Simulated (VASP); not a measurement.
Output of a VASP run:

OSZICAR:
```
       N       E                     dE             d eps       ncg     rms          rms(c)
DAV:   1     0.136412027342E+04    0.13641E+04   -0.41657E+04  2989   0.321E+03
DAV:   2     0.148686775466E+03   -0.12154E+04   -0.11797E+04  2208   0.835E+02
DAV:   3    -0.473358654778E+02   -0.19602E+03   -0.18879E+03  2307   0.216E+02
DAV:   4    -0.585934157439E+02   -0.11258E+02   -0.11018E+02  2547   0.581E+01
DAV:   5    -0.588794864929E+02   -0.28607E+00   -0.28534E+00  2420   0.965E+00    0.236E+01
DAV:   6    -0.573975747758E+02    0.14819E+01   -0.10124E+01  2420   0.166E+01    0.749E+00
DAV:   7    -0.569793543975E+02    0.41822E+00   -0.21416E+00  2461   0.106E+01    0.639E+00
DAV:   8    -0.568529809274E+02    0.12637E+00   -0.38014E-01  2369   0.324E+00    0.745E-01
DAV:   9    -0.568510616586E+02    0.19193E-02   -0.26953E-02  2748   0.130E+00    0.371E-01
DAV:  10    -0.568506151898E+02    0.44647E-03   -0.39104E-03  2774   0.508E-01    0.117E-01
DAV:  11    -0.568505099135E+02    0.10528E-03   -0.55314E-04  2645   0.150E-01    0.292E-02
DAV:  12    -0.568505142278E+02   -0.43144E-05   -0.53161E-05  2516   0.603E-02    0.742E-03
DAV:  13    -0.568505131726E+02    0.10553E-05   -0.41776E-06  1871   0.116E-02    0.433E-03
DAV:  14    -0.568505127694E+02    0.40320E-06   -0.51350E-07  1299   0.540E-03
   1 F= -.56850513E+02 E0= -.56834796E+02  d E =-.314333E-01
```

**OUTCAR**
```
------------------------ aborting loop because EDIFF is reached ----------------------------------------
  FORCE on cell =-STRESS in cart. coord.  units (eV):
  Direction    XX          YY          ZZ          XY          YZ          ZX
  --------------------------------------------------------------------------------------
  Total        5.4004033      4.7082225      5.4912971     -0.0000000      0.0000000      0.0000000
  in kB       75.6431213     65.9477877     76.9162661     -0.0000000      0.0000000      0.0000000
  external PRESSURE =      72.8357251 kB  Pullay stress =       0.0000000 kB
  volume of cell :      114.38
      direct lattice vectors                 reciprocal lattice vectors
     5.572588000  0.000000000  0.000000000     0.179449836  0.000000000  0.000000000
     0.000000000  3.235779000  0.000000000     0.000000000  0.309044592  0.000000000
     0.000000000  0.000000000  6.343538000     0.000000000  0.000000000  0.157640736
 POSITION                                       TOTAL-FORCE (eV/Angst)
 -----------------------------------------------------------------------------------
      4.50410      2.42683      2.76851         0.112901      0.000000     -0.018773
      1.06849      0.80894      3.57503        -0.112901      0.000000      0.018773
      3.85478      0.80894      5.94028        -0.112901     -0.000000     -0.018773
      1.71781      2.42683      0.40326         0.112901     -0.000000      0.018773
      5.54718      2.42683      5.05339        -0.040203      0.000000      0.214934
      0.02541      0.80894      1.29015         0.040203      0.000000     -0.214934
      2.81171      0.80894      1.88162         0.040203     -0.000000      0.214934
      2.76088      2.42683      4.46192        -0.040203      0.000000     -0.214934
 -----------------------------------------------------------------------------------
    total drift:                               -0.000000      0.000000      0.000000
  FREE ENERGIE OF THE ION-ELECTRON SYSTEM (eV)
  ---------------------------------------------------
  free  energy   TOTEN  =       -56.8505127694 eV

  energy  without entropy=      -56.8190794508  energy(sigma->0) =      -56.83479611
```
(Selected blocks of OUTCAR.)

**POSCAR**
```
GeRh
1
    5.5725880000     0.0000000000     0.0000000000
    0.0000000000     3.2357790000     0.0000000000
    0.0000000000     0.0000000000     6.3435380000
Ge Rh
4 4
Direct
  0.8082600000   0.7500000000   0.4364300000
  0.1917400000   0.2500000000   0.5635700000
  0.6917400000   0.2500000000   0.9364300000
  0.3082600000   0.7500000000   0.0635700000
  0.9954400000   0.7500000000   0.7966200000
  0.0045600000   0.2500000000   0.2033800000
  0.5045600000   0.2500000000   0.2966200000
  0.4954400000   0.7500000000   0.7033800000
```

**Question.** Write an INCAR and KPOINTS that could have produced this output.

**Answer.** Several could match; the one computed here: the input of the run itself, PBEsol GGA, plane waves, VASP's PBE PAW potentials (set 64).

**KPOINTS**
```
Automatic mesh
0
Gamma
3 6 3
0 0 0
```

### INCAR
```
SYSTEM = GeRh
PREC = Accurate; ENCUT = 300; LREAL = .FALSE.
LASPH = .TRUE.
EDIFF = 1E-6; NELM = 100; ALGO = Normal
LMAXMIX = 4
ISMEAR = 0; SIGMA = 0.1
GGA = PS
ISIF = 2
LWAVE = .FALSE.; LCHARG = .FALSE.
```

POTCAR, in this order: Ge_d Rh_pv (PBE.64 set). Program: vasp_std.

At this cut-off the stress carries a Pulay error, which pulls relaxed volumes low.

The structure comes from a computed database's GeRh entry; how it stands against other phases isn't given here. The cell was not relaxed at this level, and its volume differs by -5.9 % from the start's. The k-mesh is coarse (spacing up to 0.38 per Å, 2π included), so the numbers may not be converged in it.
